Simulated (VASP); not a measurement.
An input for Quantum ESPRESSO's pw.x (written as the equivalent of a VASP run, and not itself run):

```
&CONTROL
  calculation = 'vc-relax'
  pseudo_dir = './pseudo'
  outdir = './out'
  tprnfor = .true.
  tstress = .true.
  nstep = 60
  forc_conv_thr = 0.00078
/
&SYSTEM
  ibrav = 0
  nat = 5
  ntyp = 3
  ecutwfc = 72
  occupations = 'smearing'
  smearing = 'gaussian'
  degauss = 0.003675
  input_dft = 'pz'
/
&ELECTRONS
  conv_thr = 7.3e-08
  electron_maxstep = 100
/
&IONS
/
&CELL
/
ATOMIC_SPECIES
  Cs 132.905 Cs.upf
  Sn 118.710 Sn.upf
  I 126.904 I.upf
CELL_PARAMETERS angstrom
     6.0242597    0.0000000    0.0000000
     0.0000000    6.0242597    0.0000000
    -0.0000000    0.0000000    6.0242597
ATOMIC_POSITIONS crystal
  Cs   0.0000000  0.0000000  0.0000000
  Sn   0.5000000  0.5000000  0.5000000
  I    0.5000000  0.0000000  0.5000000
  I    0.0000000  0.5000000  0.5000000
  I    0.5000000  0.5000000  0.0000000
K_POINTS automatic
  4 4 4 0 0 0
```

Q: Write the VASP files for the same calculation (LDA).

A: One answer among several that fit: 
**POSCAR**
```
CsSnI3
1
    6.0242597073     0.0000000000     0.0000000000
    0.0000000000     6.0242597073     0.0000000000
   -0.0000000000     0.0000000000     6.0242597073
Cs Sn I
1 1 3
Direct
  0.0000000000   0.0000000000   0.0000000000
  0.5000000000   0.5000000000   0.5000000000
  0.5000000000   0.0000000000   0.5000000000
  0.0000000000   0.5000000000   0.5000000000
  0.5000000000   0.5000000000   0.0000000000
```

File KPOINTS:
```
Automatic mesh
0
Gamma
4 4 4
0 0 0
```

INCAR:
```
SYSTEM = CsSnI3
PREC = Accurate
ENCUT = 400
EDIFF = 1E-6
NELM = 100
ALGO = Normal
LREAL = .FALSE.
LASPH = .TRUE.
ISMEAR = 0
SIGMA = 0.05
LMAXMIX = 4
LWAVE = .FALSE.
LCHARG = .FALSE.
IBRION = 2
ISIF = 3
NSW = 60
EDIFFG = -0.02
```

POTCAR, in this order: Cs_sv Sn_d I (LDA.64 set). Program: vasp_std.

The two are equivalent in intent, not identical: the potentials are each code's own (VASP's PAW set, PseudoDojo norm-conserving files in pw.x), so ENCUT and ecutwfc are chosen apart and not converted; conv_thr bounds pw.x's estimated SCF error, while EDIFF bounds the energy change between steps; forc_conv_thr acts on force components and is met together with etot_conv_thr.

The compound is CsSnI3 in the cubic perovskite structure, the ideal cubic form; the compound distorts at low or room temperature. This run relaxes it. Symmetry was kept, so distortions that lower it aren't found. The start is the result of an earlier pass.
